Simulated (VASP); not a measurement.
An input for Ansatz (written as the equivalent of a VASP run, and not itself run):

Ansatz 0.2 input:
```yaml
crystal:
  lattice:
    - [2.1041069, -3.6444196, 0.0000000]
    - [2.1041069, 3.6444196, 0.0000000]
    - [0.0000000, 0.0000000, 7.5693279]
  atoms:
    - { symbol: Mg, position: [0.0000000, 0.0000000, 0.0000000] }
    - { symbol: I, position: [0.3333330, 0.6666670, 0.2206639] }
    - { symbol: I, position: [0.6666670, 0.3333330, 0.7793361] }
kpoints:
  mp_grid: { grid: [6, 6, 3] }
hamiltonian:
  xc: pbe
  pseudopotentials: { kind: paw }
scf:
  occupations: { method: gaussian, width: 0.05 }
  max_iter: 100
output: { forces: true, stress: true, eigenvalues: true }
```

Write the VASP files for the same calculation (PBE).

This is not unique; one that fits is 
POSCAR:
```
MgI2
1
    2.1041068723    -3.6444195646    -0.0000000000
    2.1041068723     3.6444195646     0.0000000000
   -0.0000000000    -0.0000000000     7.5693278944
Mg I
1 2
Direct
  0.0000000000   0.0000000000   0.0000000000
  0.3333330000   0.6666670000   0.2206639329
  0.6666670000   0.3333330000   0.7793360671
```

KPOINTS:
```
Automatic
0
gamma
  6 6 3
0 0 0
```

### INCAR
```
GGA = PE   # PBE
LASPH = T
PREC = Accurate
LWAVE = F
LMAXMIX = 4   # l cut-off of mixed one-centre charges
ALGO = Normal
LREAL = F
ENCUT = 520   # plane-wave cut-off (eV)
SIGMA = 0.05   # width (eV)
NELM = 100   # most electronic steps
EDIFF = 1E-6
LCHARG = T
ISMEAR = 0   # Gaussian
SYSTEM = MgI2
```

POTCAR, in this order: Mg I (PBE.64 set). Program: vasp_std.

The two are equivalent in intent, not identical: each code has its own PAW files, so the cut-off isn't converted (ENCUT is set for VASP's; basis.ecutwfc is left out, and Ansatz then takes the one that its files recommend); Ansatz stops its SCF on the density residual and VASP on the energy change (EDIFF).

The compound is MgI2 in the 1T layered structure. It was relaxed first, which changed the volume by +13 %.
